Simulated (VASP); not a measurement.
Output of a VASP run:

OSZICAR:
```
       N       E                     dE             d eps       ncg     rms          rms(c)
DAV:   1     0.389481704837E+03    0.38948E+03   -0.21371E+04  4216   0.183E+03
DAV:   2     0.395350971217E+01   -0.38553E+03   -0.38048E+03  4076   0.496E+02
DAV:   3    -0.312006964033E+02   -0.35154E+02   -0.34573E+02  5817   0.139E+02
DAV:   4    -0.322306919477E+02   -0.10300E+01   -0.10295E+01  4713   0.231E+01
DAV:   5    -0.322523055739E+02   -0.21614E-01   -0.21611E-01  5229   0.385E+00    0.185E+01
DAV:   6    -0.299092913131E+02    0.23430E+01   -0.23725E+01  5423   0.469E+01    0.144E+01
DAV:   7    -0.301042811373E+02   -0.19499E+00   -0.24622E+00  4884   0.169E+01    0.844E+00
DAV:   8    -0.301273569876E+02   -0.23076E-01   -0.31782E-01  5607   0.491E+00    0.392E+00
DAV:   9    -0.301113169129E+02    0.16040E-01   -0.62705E-02  5526   0.249E+00    0.427E-01
DAV:  10    -0.301146633376E+02   -0.33464E-02   -0.72814E-03  4937   0.665E-01    0.265E-01
DAV:  11    -0.301148693360E+02   -0.20600E-03   -0.55569E-04  4804   0.161E-01    0.142E-01
DAV:  12    -0.301149183226E+02   -0.48987E-04   -0.98114E-05  4825   0.613E-02    0.885E-02
DAV:  13    -0.301149348005E+02   -0.16478E-04   -0.42803E-05  4747   0.417E-02    0.184E-02
DAV:  14    -0.301149328409E+02    0.19596E-05   -0.13785E-05  5152   0.311E-02    0.991E-03
DAV:  15    -0.301149342607E+02   -0.14199E-05   -0.20673E-06  2911   0.174E-02    0.422E-03
DAV:  16    -0.301149343361E+02   -0.75346E-07   -0.22653E-07  2535   0.363E-03
   1 F= -.30114934E+02 E0= -.30114934E+02  d E =-.301149E+02  mag=    -0.0000
```

**OUTCAR**
```
------------------------ aborting loop because EDIFF is reached ----------------------------------------
  FORCE on cell =-STRESS in cart. coord.  units (eV):
  Direction    XX          YY          ZZ          XY          YZ          ZX
  --------------------------------------------------------------------------------------
  Total       -0.0590848     -0.0590848     -0.0590848     -0.0779676     -0.0779676     -0.0779676
  in kB       -1.4804741     -1.4804741     -1.4804741     -1.9536158     -1.9536158     -1.9536158
  external PRESSURE =      -1.4804741 kB  Pullay stress =       0.0000000 kB
  volume of cell :       63.94
      direct lattice vectors                 reciprocal lattice vectors
     5.031965599  2.509781164  2.509781164     0.297483595 -0.098998116 -0.098998116
     2.509781164  5.031965599  2.509781164    -0.098998116  0.297483595 -0.098998116
     2.509781164  2.509781164  5.031965599    -0.098998116 -0.098998116  0.297483595
 POSITION                                       TOTAL-FORCE (eV/Angst)
 -----------------------------------------------------------------------------------
      0.00000      0.00000      0.00000        -0.000000      0.000000     -0.000000
      5.02576      5.02576      5.02576        -0.000000     -0.000000     -0.000000
      2.51288      2.51288      2.51288         0.000000      0.000000      0.000000
      7.53865      7.53865      7.53865         0.000000     -0.000000     -0.000000
 -----------------------------------------------------------------------------------
    total drift:                                0.000000     -0.000000     -0.000000
  FREE ENERGIE OF THE ION-ELECTRON SYSTEM (eV)
  ---------------------------------------------------
  free  energy   TOTEN  =       -30.1149343361 eV

  energy  without entropy=      -30.1149343361  energy(sigma->0) =      -30.11493434

 total charge

# of ion       s       p       d       tot
------------------------------------------
    1        0.232   6.195   4.994  11.421
    2        0.232   6.195   4.994  11.421
    3        1.320   2.409   0.000   3.728
    4        1.320   2.409   0.000   3.728
--------------------------------------------------
tot          3.104  17.208   9.987  30.299

 magnetization (x)

# of ion       s       p       d       tot
------------------------------------------
    1        0.014   0.015   4.015   4.044
    2       -0.014  -0.015  -4.015  -4.044
    3        0.000   0.000   0.000   0.000
    4        0.000   0.000   0.000   0.000
--------------------------------------------------
tot          0.000   0.000   0.000   0.000

 reached required accuracy - stopping structural energy minimisation
```
(Selected blocks of OUTCAR.)

POSCAR:
```
MnS
1
    5.0319655988     2.5097811639     2.5097811639
    2.5097811639     5.0319655988     2.5097811639
    2.5097811639     2.5097811639     5.0319655988
Mn S
2 2
Direct
  0.0000000000   0.0000000000   0.0000000000
  0.5000000000   0.5000000000   0.5000000000
  0.2500000000   0.2500000000   0.2500000000
  0.7500000000   0.7500000000   0.7500000000
```

### Question
Reconstruct the remaining input files.

### Answer
This is not unique; one that fits is the input of the run itself, PBEsol GGA, plane waves, VASP's PBE PAW potentials (set 64).

### INCAR
```
SYSTEM = MnS
PREC = Accurate
ENCUT = 520
EDIFF = 1E-6
NELM = 100
ALGO = Normal
LREAL = .FALSE.
LASPH = .TRUE.
ISMEAR = 0
SIGMA = 0.05
GGA = PS
LMAXMIX = 4
ISPIN = 2
MAGMOM = 5.0 -5.0 0.0 0.0
LORBIT = 10
LWAVE = .FALSE.
LCHARG = .FALSE.
IBRION = 2
ISIF = 3
NSW = 60
EDIFFG = -0.02
```

KPOINTS:
```
Regular mesh
0
Gamma
  7 7 7
```

POTCAR, in this order: Mn_pv S (PBE.64 set). Program: vasp_std.

The compound is MnS in the rock salt, AFM-II order structure. It was relaxed first, which changed the volume by -10 %. The start is the result of an earlier pass.
